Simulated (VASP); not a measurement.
A VASP calculation is set up with these files.

### KPOINTS
```
Automatic mesh
0
Gamma
4 4 4
0 0 0
```

File POSCAR:
```
CsSnI3
1
    6.0034897907     0.0000000000     0.0000000000
   -0.0000000000     6.0034897907    -0.0000000000
    0.0000000000     0.0000000000     6.0034897907
Cs Sn I
1 1 3
Direct
  0.0000000000   0.0000000000   0.0000000000
  0.5000000000   0.5000000000   0.5000000000
  0.5000000000   0.0000000000   0.5000000000
  0.0000000000   0.5000000000   0.5000000000
  0.5000000000   0.5000000000   0.0000000000
```

### INCAR
```
SYSTEM = CsSnI3
PREC = Accurate; ENCUT = 520; LREAL = .FALSE.
LASPH = .TRUE.
EDIFF = 1E-6; NELM = 100; ALGO = Normal
LMAXMIX = 4
ISMEAR = 0; SIGMA = 0.05
IBRION = 2; NSW = 60; ISIF = 3
EDIFFG = -0.02
LWAVE = .FALSE.; LCHARG = .FALSE.
```

POTCAR, in this order: Cs_sv Sn_d I (LDA.64 set). Program: vasp_std.

Task: Write an equivalent input for Quantum ESPRESSO's pw.x.

Result: One equivalent input (not run):
```
&CONTROL
  calculation = 'vc-relax'
  pseudo_dir = './pseudo'
  outdir = './out'
  tprnfor = .true.
  tstress = .true.
  nstep = 60
  forc_conv_thr = 0.00078
/
&SYSTEM
  ibrav = 0
  nat = 5
  ntyp = 3
  ecutwfc = 72
  occupations = 'smearing'
  smearing = 'gaussian'
  degauss = 0.003675
  input_dft = 'pz'
/
&ELECTRONS
  conv_thr = 7.3e-08
  electron_maxstep = 100
/
&IONS
/
&CELL
/
ATOMIC_SPECIES
  Cs 132.905 Cs.upf
  Sn 118.710 Sn.upf
  I 126.904 I.upf
CELL_PARAMETERS angstrom
     6.0034898    0.0000000    0.0000000
    -0.0000000    6.0034898   -0.0000000
     0.0000000    0.0000000    6.0034898
ATOMIC_POSITIONS crystal
  Cs   0.0000000  0.0000000  0.0000000
  Sn   0.5000000  0.5000000  0.5000000
  I    0.5000000  0.0000000  0.5000000
  I    0.0000000  0.5000000  0.5000000
  I    0.5000000  0.5000000  0.0000000
K_POINTS automatic
  4 4 4 0 0 0
```
Limits of the translation: the potentials are each code's own (VASP's PAW set, PseudoDojo norm-conserving files in pw.x), so ENCUT and ecutwfc are chosen apart and not converted; conv_thr bounds pw.x's estimated SCF error, while EDIFF bounds the energy change between steps; forc_conv_thr acts on force components and is met together with etot_conv_thr.

The compound is CsSnI3 in the cubic perovskite structure, the ideal cubic form; the compound distorts at low or room temperature. This run relaxes it. Symmetry was kept, so distortions that lower it aren't found. The start is the result of an earlier pass.
